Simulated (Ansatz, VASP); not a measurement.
# BaTiO3: VASP beside Ansatz, part 2 of 2

One calculation is typed for both programs; each brings its own data sets and cutoff. How far apart do they land? The cell is taken from a series of VASP runs on this material, whose earlier steps may have relaxed, scaled or displaced it; both programs get it as it stands.

VASP 6.6.1 and Ansatz 0.2.0.

So far: Starting point; Ansatz: band structure, PBE; VASP: band structure, PBE; Differences; Other set-ups.

## (6) VASP: single point, PBE

Level of this step: PBE, no spin polarisation; plane waves and PAW (Ba_sv, Ti_sv, O) (VASP).

A single point gives forces, pressure and levels at one fixed geometry, so differences don't come from the geometry; what else differs is listed under the comparison.

INCAR reads:

```
SYSTEM = BaTiO3
PREC = Accurate
ENCUT = 520
EDIFF = 1E-06
NELM = 100
ISMEAR = -5
SIGMA = 0.05
LREAL = .FALSE.
ALGO = Normal
GGA = PE
NBANDS = 35
LASPH = .TRUE.
LORBIT = 11
LWAVE = .FALSE.
LCHARG = .FALSE.
KPAR = 4
NEDOS = 2001
```

POSCAR reads:

```
BaTiO3
1.0
    3.9987178624      0.0000000000      0.0000000000
    0.0000000000      3.9987178624      0.0000000000
    0.0000000000      0.0000000000      4.2173231794
Ba Ti O
1 1 3
Direct
    0.0000000000      0.0000000000      0.0129689622
    0.5000000000      0.5000000000      0.5319687985
    0.5000000000      0.5000000000      0.9627634873
    0.5000000000      0.0000000000      0.4846493760
    0.0000000000      0.5000000000      0.4846493760
```

KPOINTS reads:

```
Automatic mesh
0
Gamma
10 10 9
0 0 0
```

PAW data sets: Ba_sv, Ti_sv and O (PBE family, release 64).

The run is started by

```bash
$ mpirun -np 4 vasp_std
```

Numbers of over 12 decimals in the logs are rounded to 6 here.

The program printed:

```text
[... set-up lines as in an earlier step ...]
 entering main loop
       N       E                     dE             d eps       ncg     rms          rms(c)
DAV:   1     0.402933017935E+03    0.40293E+03   -0.19790E+04  7350   0.123E+03
DAV:   2    -0.779046700195E+01   -0.41072E+03   -0.38121E+03  8024   0.352E+02
DAV:   3    -0.488295334849E+02   -0.41039E+02   -0.40398E+02 10230   0.112E+02
DAV:   4    -0.507138270196E+02   -0.18843E+01   -0.18750E+01 10801   0.196E+01
[...]
DAV:  15    -0.400446913544E+02    0.17810E-04   -0.46308E-05  9465   0.467E-02    0.221E-02
DAV:  16    -0.400446860486E+02    0.53057E-05   -0.30530E-05  9379   0.489E-02    0.810E-03
DAV:  17    -0.400446853049E+02    0.74372E-06   -0.27197E-06  8371   0.135E-02
   1 F= -.40044685E+02 E0= -.40044685E+02  d E =0.000000E+00
```

Parts of OUTCAR (step 6):

```text
  Total       -0.0170395     -0.0170395      0.0263062      0.0000000     -0.0000000      0.0000000
  in kB       -0.4048441     -0.4048441      0.6250147      0.0000000     -0.0000000      0.0000000
  external PRESSURE =      -0.0615578 kB  Pullay stress =       0.0000000 kB

 POSITION                                       TOTAL-FORCE (eV/Angst)
 -----------------------------------------------------------------------------------
      0.00000      0.00000      0.05469         0.000000      0.000000      0.005077
      1.99936      1.99936      2.24348         0.000000     -0.000000      0.004307
      1.99936      1.99936      4.06028         0.000000      0.000000     -0.007657
      1.99936      0.00000      2.04392         0.000000      0.000000     -0.000864
      0.00000      1.99936      2.04392        -0.000000      0.000000     -0.000864
 -----------------------------------------------------------------------------------
    total drift:                                0.000000      0.000000      0.000163

  FREE ENERGIE OF THE ION-ELECTRON SYSTEM (eV)
  ---------------------------------------------------
  free  energy   TOTEN  =       -40.0446853049 eV

  energy  without entropy=      -40.0446853049  energy(sigma->0) =      -40.04468530

[... 1 part as in an earlier step ...]

[... 2 further parts left out ...]
[key lines of the parts left out:]
E-fermi :   3.7006
```

The run ends at a pressure of -0.01 GPa, with forces up to 0.0077 eV/Å.

## (7) Ansatz: single point, PBE

The same cell, functional, mesh and smearing now go to Ansatz, which takes its cutoff from its data sets.

The cell is taken from a series of VASP runs on this material, whose earlier steps may have relaxed, scaled or displaced it; both programs get it as it stands.

input.yaml reads:

```yaml
crystal:
  lattice:
    - [3.9987178624, 0.0, 0.0]
    - [0.0, 3.9987178624, 0.0]
    - [0.0, 0.0, 4.2173231794]
  atoms:
    - { symbol: Ba, position: [0.0, 0.0, 0.0129689622] }
    - { symbol: Ti, position: [0.5, 0.5, 0.5319687985] }
    - { symbol: O, position: [0.5, 0.5, 0.9627634873] }
    - { symbol: O, position: [0.5, 0.0, 0.484649376] }
    - { symbol: O, position: [0.0, 0.5, 0.484649376] }
hamiltonian:
  xc: pbe
  pseudopotentials: { kind: paw }
kpoints:
  mp_grid: { grid: [10, 10, 9] }
scf:
  occupations: { method: tetrahedron }
output:
  forces: true
  stress: true
```

The run is started by

```bash
$ ansatz run input.yaml --threads 2 --pin off --max-ram 4608MiB --backend cpu --events-out ev --progress --plain --runs-dir out
```

The program printed:

```text
Warning: output.forces, output.stress, relax.cell or npt_langevin: where a Kohn–Sham band that disperses or a degenerate level is filled in part under the method tetrahedron, the forces or the stress that this run publishes need not agree with its energy (scf.occupations.method in the input reference, under Limitations); prefer a smearing scheme for the forces or the stress
[...]
k-point 0: bands = [... 16 lower, 8.5113, 8.9278, 9.2899, 9.2899, 11.6570, 12.2745, 12.2745, 13.8254, ... 1 higher]
  k-point 1: bands = [... 16 lower, 8.4307, 8.7625, 9.2727, 9.2727, 11.6677, 12.3934, 12.3934, 13.8252, ... 1 higher]
  k-point 2: bands = [... 16 lower, 8.2427, 8.4008, 9.2251, 9.2251, 11.6952, 12.6871, 12.6871, 13.8253, ... 1 higher]
  k-point 104: bands = [... 16 lower, 7.2437, 9.3436, 9.3436, 9.8383, 13.7594, 13.7594, 13.8754, 15.7634, ... 1 higher]
[key lines of the parts left out:]
SCF converged after 7 iterations
Free energy (F): -10159.615578 eV
Fermi energy:    9.838292 eV
P = ⅓ Tr σ = -1.5216 GPa (-15.216 kbar)
```

The job ended after 17 s (2 threads of Arm Neoverse N1, shared host; peak memory 0.4 GiB; 34 s of CPU time).

The run ends at a pressure of -1.52 GPa, with forces up to 0.089 eV/Å.

## (8) Side by side

The two programs side by side:

```
                                        quantity  Ansatz   VASP  difference
                                  pressure (GPa)   -1.52  -0.01       -1.52
pressure without Ansatz's Pulay correction (GPa)   -2.04  -0.01       -2.04
                          gap on the k mesh (eV)   1.819  1.766      +0.053
```

At this near-relaxed geometry the largest component of a force difference is 84 meV/Å. A gap on the mesh is an upper bound, since the band edges may lie between its points. Ansatz's pressure holds a Pulay correction of 0.52 GPa; VASP's holds none.

## (9) Further runs

Further runs change the set-up of one program: Ansatz's method, potentials or start, or VASP's data sets, cutoff or form of LDA. The table gives Ansatz less VASP for each quantity, since a change that brings one quantity closer may part another.

```
                                        run  r.m.s. force difference (meV/Å)  pressure (GPa)  gap on the k mesh (eV)
                                   as above                               33            -1.5                   0.053
    Ansatz's larger PAW set (cutoff 910 eV)                               33            -1.5                   0.047
norm-conserving potentials (cutoff 1240 eV)                               29            -1.6                   0.052
```

## (10) Ansatz: band structure, PBE, spin-orbit coupling

The same path points are solved in both programs, so levels can be compared one by one.

The cell is taken from a series of VASP runs on this material, whose earlier steps may have relaxed, scaled or displaced it; both programs get it as it stands.

input.yaml reads:

```yaml
crystal:
  lattice:
    - [3.9987178624, 0.0, 0.0]
    - [0.0, 3.9987178624, 0.0]
    - [0.0, 0.0, 4.2173231794]
  atoms:
    - { symbol: Ba, position: [0.0, 0.0, 0.0129689622] }
    - { symbol: Ti, position: [0.5, 0.5, 0.5319687985] }
    - { symbol: O, position: [0.5, 0.5, 0.9627634873] }
    - { symbol: O, position: [0.5, 0.0, 0.484649376] }
    - { symbol: O, position: [0.0, 0.5, 0.484649376] }
hamiltonian:
  xc: pbe
  pseudopotentials: { kind: paw_fr }
magnetization:
  noncollinear: true
  spin_orbit: true
kpoints:
  mp_grid: { grid: [6, 6, 5] }
  band_path:
    path:
      - [0.0, 0.0, 0.0]
      - [0.0, 0.13333, 0.0]
      - [0.0, 0.3, 0.0]
      - [0.0, 0.46667, 0.0]
      - [0.1, 0.5, 0.0]
      - [0.26667, 0.5, 0.0]
      - [0.43333, 0.5, 0.0]
      - [0.43333, 0.43333, 0.0]
      - [0.26667, 0.26667, 0.0]
      - [0.1, 0.1, 0.0]
      - [0.0, 0.0, 0.03333]
      - [0.0, 0.0, 0.2]
      - [0.0, 0.0, 0.36667]
      - [0.0, 0.0, 0.5]
      - [0.0, 0.16667, 0.5]
      - [0.0, 0.3, 0.5]
      - [0.0, 0.46667, 0.5]
      - [0.1, 0.5, 0.5]
      - [0.26667, 0.5, 0.5]
      - [0.43333, 0.5, 0.5]
      - [0.5, 0.5, 0.5]
      - [0.43333, 0.43333, 0.5]
      - [0.26667, 0.26667, 0.5]
      - [0.1, 0.1, 0.5]
      - [0.0, 0.5, 0.03333]
      - [0.0, 0.5, 0.2]
      - [0.0, 0.5, 0.36667]
      - [0.5, 0.5, 0.0]
      - [0.5, 0.5, 0.16667]
      - [0.5, 0.5, 0.33333]
      - [0.5, 0.5, 0.5]
    npoints: 1
scf:
  occupations: { method: gaussian, width: 0.05 }
  n_extra_bands: 16
output:
  forces: true
  stress: true
  eigenvalues: true
```

The program printed:

```text
[...]
non-collinear run that drives no moment, with spin-orbit: no starting moment large enough to seed its density (crystal.atoms[].spin), no starting occupations that ask for one, no magnetisation constraint and no magnetic field, so the semilocal B_xc is pinned to zero
Crystal: 5 atoms, lattice volume = 67.434 Å³
[...]
k-point 1: bands = [... 36 lower, 9.2111, 9.2111, 9.2612, 9.2612, 11.6871, 11.6871, 12.6068, 12.6068, ... 12 higher]
  k-point 2: bands = [... 36 lower, 9.1228, 9.1228, 9.1617, 9.1617, 11.7401, 11.7401, 13.1452, 13.1452, ... 12 higher]
  k-point 29: bands = [... 36 lower, 9.2850, 9.2850, 9.8343, 9.8343, 13.7265, 13.7265, 13.7337, 13.7337, ... 12 higher]
[key lines of the parts left out:]
SCF converged after 10 iterations
Magnetization: |M| = 0.0000 μB,  M = (+0.0000, +0.0000, +0.0000) μB
Free energy (F): -10164.449786 eV
Fermi energy:    10.745194 eV
P = ⅓ Tr σ = -1.5207 GPa (-15.207 kbar)
```

Wall time 60 s (2 threads); peak memory 0.66 GiB; 2 min of CPU time.

## (11) VASP: band structure, PBE, spin-orbit coupling

The same cell, functional, mesh and smearing now go to VASP, with its own data sets and cutoff.

INCAR reads:

```
SYSTEM = BaTiO3
PREC = Accurate
ENCUT = 520
EDIFF = 1E-06
NELM = 100
ISMEAR = 0
SIGMA = 0.05
LREAL = .FALSE.
ALGO = Normal
GGA = PE
LNONCOLLINEAR = .TRUE.
MAGMOM = 0 0 0 0 0 0 0 0 0 0 0 0 0 0 0
NBANDS = 52
GGA_COMPAT = .FALSE.
LASPH = .TRUE.
LSORBIT = .TRUE.
LMAXMIX = 4
LORBIT = 11
LWAVE = .FALSE.
LCHARG = .FALSE.
KPAR = 4
```

POSCAR is that of step 6.

KPOINTS reads:

```
Automatic mesh
0
Gamma
6 6 5
0 0 0
```

KPOINTS_OPT reads:

```
Line mode
16
Line-mode
Reciprocal
  0.00000000   0.00000000   0.00000000 GAMMA
  0.00000000   0.50000000   0.00000000 X

  0.00000000   0.50000000   0.00000000 X
  0.50000000   0.50000000   0.00000000 M

  0.50000000   0.50000000   0.00000000 M
  0.00000000   0.00000000   0.00000000 GAMMA

  0.00000000   0.00000000   0.00000000 GAMMA
  0.00000000   0.00000000   0.50000000 Z

  0.00000000   0.00000000   0.50000000 Z
  0.00000000   0.50000000   0.50000000 R

  0.00000000   0.50000000   0.50000000 R
  0.50000000   0.50000000   0.50000000 A

  0.50000000   0.50000000   0.50000000 A
  0.00000000   0.00000000   0.50000000 Z

  0.00000000   0.50000000   0.00000000 X
  0.00000000   0.50000000   0.50000000 R

  0.50000000   0.50000000   0.00000000 M
  0.50000000   0.50000000   0.50000000 A
```

The run is started by

```bash
$ mpirun -np 4 vasp_ncl
```

The program printed:

```text
[... set-up lines as in an earlier step ...]
 entering main loop
       N       E                     dE             d eps       ncg     rms          rms(c)
DAV:   1     0.492847609925E+03    0.49285E+03   -0.19863E+04  5200   0.165E+03
DAV:   2     0.235866590962E+02   -0.46926E+03   -0.43979E+03  5712   0.474E+02
DAV:   3    -0.461619884972E+02   -0.69749E+02   -0.68258E+02  6892   0.178E+02
DAV:   4    -0.507250074987E+02   -0.45630E+01   -0.45508E+01  7736   0.424E+01
[...]
DAV:  14    -0.402414934889E+02    0.95655E-06   -0.60604E-05  6812   0.664E-02    0.228E-02
DAV:  15    -0.402414934920E+02   -0.30914E-08   -0.30391E-05  6168   0.365E-02    0.645E-03
DAV:  16    -0.402414941456E+02   -0.65360E-06   -0.39896E-06  6960   0.243E-02
   1 F= -.40241494E+02 E0= -.40241494E+02  d E =-.508159E-23  mag=     0.0000     0.0000    -0.0000
 Start KPOINTS_OPT (optional k-point list driver)
k-point batch [1-50\144]
       N       E                     dE             ncg
DAV:   1     0.416383517994E+04   -0.29237E+05     5200
DAV:   2    -0.172931667783E+05   -0.21457E+05     5648
DAV:   3    -0.204424920737E+05   -0.31493E+04     7384
DAV:   4    -0.206944272244E+05   -0.25194E+03     7580
[...]
DAV:   8    -0.207084192871E+05   -0.16103E-03     7184
DAV:   9    -0.207084192935E+05   -0.64823E-05     4900
DAV:  10    -0.207084192941E+05   -0.50443E-06     3932
[...]
k-point batch [101-144\144]
       N       E                     dE             ncg
DAV:   1     0.129404675316E+05   -0.47967E+05     4576
DAV:   2    -0.625184791913E+04   -0.19192E+05     4928
DAV:   3    -0.913206849985E+04   -0.28802E+04     6696
DAV:   4    -0.935161062744E+04   -0.21954E+03     6436
[...]
DAV:   8    -0.936325456378E+04   -0.11067E-03     6100
DAV:   9    -0.936325456719E+04   -0.34050E-05     4296
DAV:  10    -0.936325456743E+04   -0.24729E-06     3308
```

From OUTCAR (step 11):

```text
  Total       -0.0137506     -0.0137506      0.0335676      0.0000000      0.0000000      0.0000000
  in kB       -0.3267039     -0.3267039      0.7975399      0.0000000      0.0000000      0.0000000
  external PRESSURE =       0.0480440 kB  Pullay stress =       0.0000000 kB

 POSITION                                       TOTAL-FORCE (eV/Angst)
 -----------------------------------------------------------------------------------
      0.00000      0.00000      0.05469         0.000000      0.000000      0.005986
      1.99936      1.99936      2.24348         0.000000     -0.000000      0.005791
      1.99936      1.99936      4.06028         0.000000      0.000000     -0.008513
      1.99936      0.00000      2.04392         0.000000      0.000000     -0.001632
      0.00000      1.99936      2.04392        -0.000000      0.000000     -0.001632
 -----------------------------------------------------------------------------------
    total drift:                                0.000000      0.000000      0.000293

  FREE ENERGIE OF THE ION-ELECTRON SYSTEM (eV)
  ---------------------------------------------------
  free  energy   TOTEN  =       -40.2414941456 eV

  energy  without entropy=      -40.2414941456  energy(sigma->0) =      -40.24149415

 magnetization (x)
# of ion       s       p       d       tot
------------------------------------------
    1        0.000   0.000  -0.000  -0.000
    2       -0.000   0.000  -0.000  -0.000
    3       -0.000   0.000   0.000   0.000
    4        0.000   0.000   0.000   0.000
    5        0.000   0.000   0.000   0.000
--------------------------------------------------
tot         -0.000   0.000  -0.000  -0.000

 magnetization (y)
# of ion       s       p       d       tot
------------------------------------------
    1       -0.000  -0.000   0.000  -0.000
    2        0.000   0.000   0.000   0.000
    3        0.000   0.000   0.000   0.000
    4        0.000   0.000   0.000   0.000
    5        0.000   0.000   0.000   0.000
--------------------------------------------------
tot         -0.000  -0.000   0.000  -0.000

 magnetization (z)
# of ion       s       p       d       tot
------------------------------------------
    1       -0.000   0.000   0.000   0.000
    2        0.000   0.000  -0.000   0.000
    3        0.000   0.000   0.000   0.000
    4       -0.000   0.000   0.000  -0.000
    5        0.000   0.000   0.000   0.000
--------------------------------------------------
tot          0.000   0.000   0.000   0.000

[... 1 part as in an earlier step ...]

[... 2 further parts left out ...]
[key lines of the parts left out:]
E-fermi :   4.0074
```

The run ends at a pressure of 0.00 GPa, with forces up to 0.0085 eV/Å.

## (12) Differences

What differs besides the data sets and the points named for the pairs above, as far as they apply: spin-orbit coupling enters by fully relativistic files in Ansatz and inside the spheres in VASP. Total energies have different zeros and are not compared.

Compared:

```
                                        quantity  Ansatz   VASP  difference
                                  pressure (GPa)   -1.52   0.00       -1.53
pressure without Ansatz's Pulay correction (GPa)   -2.04   0.00       -2.05
                   gap over the path points (eV)   1.818  1.764      +0.053
```

Levels at points of the path, from each program's valence-band top (eV; 8 filled, then empty):

```
k (reciprocal lattice)                                                                         Ansatz                                                                           VASP
     0.000 0.000 0.000  -1.33 -1.33 -0.91 -0.91 -0.57 -0.57 -0.52 -0.52 1.82 1.82 2.42 2.42 2.45 2.45  -1.31 -1.31 -0.95 -0.95 -0.59 -0.59 -0.54 -0.54 1.76 1.76 2.38 2.38 2.41 2.41
     0.000 0.133 0.000  -1.38 -1.37 -1.10 -1.04 -0.78 -0.75 -0.68 -0.64 2.13 2.14 2.42 2.44 2.45 2.46  -1.37 -1.36 -1.12 -1.07 -0.81 -0.78 -0.71 -0.67 2.08 2.09 2.38 2.40 2.41 2.42
     0.000 0.300 0.000  -1.67 -1.67 -1.48 -1.48 -1.24 -1.23 -1.09 -1.06 2.46 2.46 2.93 2.94 2.96 2.97  -1.70 -1.70 -1.50 -1.50 -1.27 -1.26 -1.12 -1.09 2.42 2.42 2.89 2.90 2.91 2.93
     0.000 0.467 0.000  -1.91 -1.91 -1.67 -1.67 -1.54 -1.54 -1.31 -1.30 2.50 2.50 3.40 3.40 3.49 3.50  -1.96 -1.95 -1.70 -1.69 -1.57 -1.57 -1.34 -1.34 2.46 2.46 3.35 3.35 3.45 3.46
     0.100 0.500 0.000  -1.85 -1.83 -1.72 -1.71 -1.28 -1.26 -1.18 -1.16 2.46 2.48 3.43 3.43 3.52 3.53  -1.88 -1.86 -1.75 -1.73 -1.31 -1.28 -1.22 -1.19 2.43 2.45 3.38 3.39 3.48 3.48
     0.267 0.500 0.000  -1.96 -1.96 -1.52 -1.48 -1.25 -1.22 -0.44 -0.44 2.81 2.84 3.52 3.54 3.61 3.62  -1.99 -1.99 -1.55 -1.51 -1.28 -1.26 -0.47 -0.46 2.78 2.80 3.48 3.49 3.56 3.57
     0.433 0.500 0.000  -2.01 -2.01 -1.24 -1.23 -1.11 -1.11 -0.06 -0.06 3.44 3.46 3.55 3.56 3.86 3.86  -2.04 -2.04 -1.27 -1.26 -1.14 -1.14 -0.09 -0.09 3.40 3.42 3.51 3.51 3.81 3.81
     0.433 0.433 0.000  -2.00 -1.99 -1.28 -1.26 -1.13 -1.12 -0.09 -0.09 3.39 3.42 3.50 3.51 3.83 3.83  -2.03 -2.02 -1.31 -1.29 -1.16 -1.15 -0.12 -0.12 3.35 3.37 3.46 3.46 3.77 3.78
     0.267 0.267 0.000  -2.25 -2.25 -1.24 -1.23 -1.17 -1.16 -0.52 -0.51 2.65 2.69 2.98 2.99 3.16 3.17  -2.29 -2.29 -1.26 -1.25 -1.20 -1.19 -0.54 -0.54 2.61 2.65 2.94 2.96 3.12 3.12
     0.100 0.100 0.000  -1.32 -1.31 -1.26 -1.20 -0.79 -0.72 -0.56 -0.56 2.14 2.14 2.40 2.41 2.45 2.46  -1.31 -1.30 -1.29 -1.23 -0.82 -0.75 -0.58 -0.58 2.08 2.09 2.36 2.37 2.41 2.42
```

At this near-relaxed geometry the largest component of a force difference is 83 meV/Å. Among the levels compared at these points, filled levels agree within 52 meV and empty ones within 56 meV. Ansatz's pressure holds a Pulay correction of 0.52 GPa; VASP's holds none.

## (13) What the set-up changes

Further runs change the set-up of one program: Ansatz's method, potentials or start, or VASP's data sets, cutoff or form of LDA. The table gives Ansatz less VASP for each quantity, since a change that brings one quantity closer may part another.

```
                                        run  r.m.s. force difference (meV/Å)  pressure (GPa)  gap over the path points (eV)
                                   as above                               33            -1.5                          0.053
    Ansatz's larger PAW set (cutoff 910 eV)                               33            -1.5                          0.047
norm-conserving potentials (cutoff 1143 eV)                               34            -1.8                          0.068
```

## (14) Summary of results

```json
{"r.m.s. force difference (band structure, PBE)": "33 meV/Å", "difference in pressure (band structure, PBE)": "-1.5 GPa", "difference in gap over the path points (band structure, PBE)": "0.054 eV", "r.m.s. force difference (single point, PBE)": "33 meV/Å", "difference in pressure (single point, PBE)": "-1.5 GPa", "difference in gap on the k mesh (single point, PBE)": "0.053 eV", "r.m.s. force difference (band structure, PBE, spin-orbit coupling)": "33 meV/Å", "difference in pressure (band structure, PBE, spin-orbit coupling)": "-1.5 GPa", "difference in gap over the path points (band structure, PBE, spin-orbit coupling)": "0.053 eV"}
```

What this shows: The r.m.s. force difference is 33 meV/Å (band structure, PBE), beyond the 12 meV/Å picked in this series as the mark of a large difference. By the marks of this series, far apart in the band structure, PBE pair: the r.m.s. force difference, 33 meV/Å and the difference in pressure, -1.5 GPa. For band structure, PBE, no further run moves any of the tabulated differences by more than a quarter of its size. By the marks of this series, far apart in the single point, PBE pair: the r.m.s. force difference, 33 meV/Å and the difference in pressure, -1.5 GPa. For single point, PBE, no further run moves any of the tabulated differences by more than a quarter of its size. By the marks of this series, far apart in the band structure, PBE, spin-orbit coupling pair: the r.m.s. force difference, 33 meV/Å and the difference in pressure, -1.5 GPa. 4 further runs of this series are not shown here. How closely two codes agree says nothing of how well the functional describes the real material.

[Lines on the potential files, build, host, timing and source positions are cut from VASP's logs without a mark.]

[Logs are printed without paths, hosts, clocks, repeated set-up lines and the standing remarks that a program may print on its own settings, such as how far it seeks lower states.]

[Hosts, paths, dates, database ids (printed as entryN), source tags and the programs' standing remarks are cut or masked in the printed files.]
